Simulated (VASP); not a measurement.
Level of theory: r2SCAN meta-GGA, VASP's PBE PAW potentials (set 64) (plane waves; VASP).

A VASP calculation is set up with these files.

**KPOINTS_OPT**
```
k-points along high-symmetry lines
10
Line-mode
Reciprocal
  0.000000   0.000000   0.000000 ! GAMMA
  0.000000   0.500000   0.000000 ! X

  0.000000   0.500000   0.000000 ! X
  0.500000   0.500000   0.000000 ! M

  0.500000   0.500000   0.000000 ! M
  0.000000   0.000000   0.000000 ! GAMMA

  0.000000   0.000000   0.000000 ! GAMMA
  0.500000   0.500000   0.500000 ! R

  0.500000   0.500000   0.500000 ! R
  0.000000   0.500000   0.000000 ! X

  0.500000   0.500000   0.500000 ! R
  0.500000   0.500000   0.000000 ! M
```

POSCAR:
```
S
1
    2.5723340067    -0.0000000000     0.0000000000
   -0.0000000000     2.5723340067     0.0000000000
   -0.0000000000    -0.0000000000     2.5723340067
S
1
Direct
  0.0000000000   0.0000000000   0.0000000000
```

### KPOINTS
```
K-points
0
gamma
 16 16 16
0 0 0
```

### INCAR
```
SYSTEM = S
PREC = Accurate; ENCUT = 400; LREAL = .FALSE.
LASPH = .TRUE.
EDIFF = 1E-7; NELM = 100; ALGO = Normal
LMIXTAU = .TRUE.
ISMEAR = -5
METAGGA = R2SCAN
ISIF = 2
LWAVE = .FALSE.; LCHARG = .FALSE.; LORBIT = 11
NEDOS = 601
```

POTCAR, in this order: S (PBE.64 set). Program: vasp_std.

Q: Estimate the energy per atom (σ→0), band gap (over mesh and band path).

A: 
| Quantity | Value |
|---|---|
| energy per atom (σ→0) | -7.338 eV/atom |
| band gap (over mesh and band path) | none (metal, semimetal or under 0.01 eV) |

File OSZICAR:
```
...
DAV:  12    -0.733777974950E+01   -0.11468E-03   -0.52337E-05  3017   0.931E-02    0.237E-02
DAV:  13    -0.733777446250E+01    0.52870E-05   -0.12580E-06  2996   0.136E-02    0.183E-02
DAV:  14    -0.733777992643E+01   -0.54639E-05   -0.26107E-06  2527   0.199E-02    0.473E-03
DAV:  15    -0.733778013910E+01   -0.21267E-06   -0.57985E-07  2632   0.894E-03    0.890E-04
DAV:  16    -0.733778036849E+01   -0.22939E-06   -0.16411E-08  1939   0.175E-03    0.106E-03
DAV:  17    -0.733778037588E+01   -0.73959E-08   -0.26310E-09  1470   0.613E-04
   1 F= -.73377804E+01 E0= -.73377804E+01  d E =0.000000E+00
       N       E                     dE             ncg
```

The structure was generated: S was put into the simple-cubic type (Pm-3m), which need not be its known phase. It was relaxed first.
